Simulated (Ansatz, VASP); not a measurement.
# CdInI3: VASP beside Ansatz

```
Cd In I
1.0
     5.60891    0.00000    0.00000
     0.00000    5.60891    0.00000
     0.00000    0.00000    5.60891
Cd In I
1 1 3
Cartesian
  2.8045 2.8045 2.8045
  0.0000 0.0000 0.0000
  2.8045 0.0000 0.0000
  0.0000 2.8045 0.0000
  0.0000 0.0000 2.8045
```

Alike in both runs: task relaxation of cell and atoms; functional PBE; k mesh 4 × 4 × 4; occupations gaussian, width 0.1 eV; no spin polarisation.

```csv
,VASP,Ansatz
version,VASP 6.6.1,Ansatz 0.2.0
potentials or method,"VASP PAW PBE potentials, release 64 (Cd, In_d, I)","scalar-relativistic, plane waves, PAW"
plane-wave cutoff (eV),600,420
valence electrons in the cell,46,84
```

```csv
,VASP,Ansatz,Ansatz less VASP
"gap on the k mesh at the Fermi level, each at its own relaxed structure (eV)",none,none,-
relaxed volume (Å³/atom),42.54,41.88,-0.655
relaxed cell length with the largest relative difference (Å),5.969,5.938,-0.0308
energy change over the relaxation (meV/atom),-101,-101,-0.3
```

A gap of «none» marks a metal or a gap that the smearing closes. The two sets of potentials don't hold the same shells in valence.

Caveats: the volume moved by over 15 % at a fixed basis, so the end points are rough (VASP). Spin-orbit coupling is left out, which matters for the levels of I.
